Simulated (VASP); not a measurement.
Consider the following.

```xyz
9
Lattice="4.5299 0.0000 0.0000 -2.2650 3.9230 0.0000 0.0000 0.0000 6.3199" Properties=species:S:1:pos:R:3 pbc="T T T"
V      3.3974     1.9615     2.1066
V      0.0000     3.9230     0.0000
V      1.1325     1.9615     4.2133
Si     2.2650     2.6466     0.0000
Si    -1.1595     3.2848     4.2133
Si     1.1054     0.6382     2.1066
Si     0.0000     1.2764     0.0000
Si     3.4245     0.6382     4.2133
Si     1.1595     3.2848     2.1066
```

The numbers are results of r2SCAN meta-GGA, VASP's PBE PAW potentials (set 64) (plane waves; VASP), not measurements. Run with 400 eV cut-off, 9×9×6 Γ-centred mesh, tetrahedra with Blöchl corrections, potentials V_sv Si.

The run has a spin-polarised start.

### Question
Give the spin-up energies of bands 23 to 36 at the high-symmetry points, in eV from the Fermi level.

### Answer

```tsv
band	Γ	M	K	A	L	H
23	-3.75	-3.93	-2.56	-4.53	-3.49	-2.95
24	-3.47	-3.85	-2.56	-4.53	-3.15	-2.95
25	-2.46	-2.33	-1.72	-2.42	-1.88	-2.36
26	-2.46	-1.86	-1.57	-2.33	-1.86	-2.36
27	-2.46	-1.78	-1.57	-2.25	-1.86	-2.29
28	-2.31	-1.57	-1.44	-2.25	-1.61	-2.24
29	-2.31	-0.82	-1.44	-2.12	-1.54	-0.61
30	-2.01	-0.66	-1.30	-2.12	-1.40	-0.61
31	-2.01	-0.25	0.03	-1.74	-0.56	-0.18
32	-1.99	-0.11	0.03	0.53	-0.22	-0.18
33	0.33	0.32	0.17	0.53	0.80	0.54
34	2.24	1.08	1.46	2.10	1.35	1.40
35	2.57	1.50	1.62	2.63	1.83	1.91
36	2.57	1.54	1.62	2.69	1.90	1.91
```

### Question
Give the spin-down energies of bands 23 to 36 at the high-symmetry points, in eV from the Fermi level.

### Answer

```tsv
band	Γ	M	K	A	L	H
23	-3.70	-3.89	-2.50	-4.47	-3.42	-2.91
24	-3.38	-3.80	-2.50	-4.47	-3.13	-2.91
25	-2.42	-2.24	-1.52	-2.39	-1.75	-2.27
26	-2.33	-1.72	-1.40	-2.20	-1.74	-2.27
27	-2.33	-1.65	-1.40	-2.19	-1.69	-2.19
28	-2.26	-1.39	-1.34	-2.19	-1.44	-2.13
29	-2.26	-0.65	-1.34	-1.95	-1.43	-0.36
30	-1.94	-0.52	-1.20	-1.95	-1.28	-0.36
31	-1.94	0.00	0.28	-1.64	-0.39	0.04
32	-1.93	0.15	0.28	0.75	0.08	0.04
33	0.52	0.59	0.47	0.75	1.03	0.71
34	2.38	1.22	1.60	2.45	1.51	1.55
35	2.77	1.65	1.78	2.80	2.02	2.06
36	2.77	1.71	1.78	2.86	2.04	2.06
```

It has no gap at this level: it comes out as a metal or semimetal.

The structure comes from a computed database's VSi2 entry (P6_422); how it stands against other phases isn't given here. It was relaxed first.
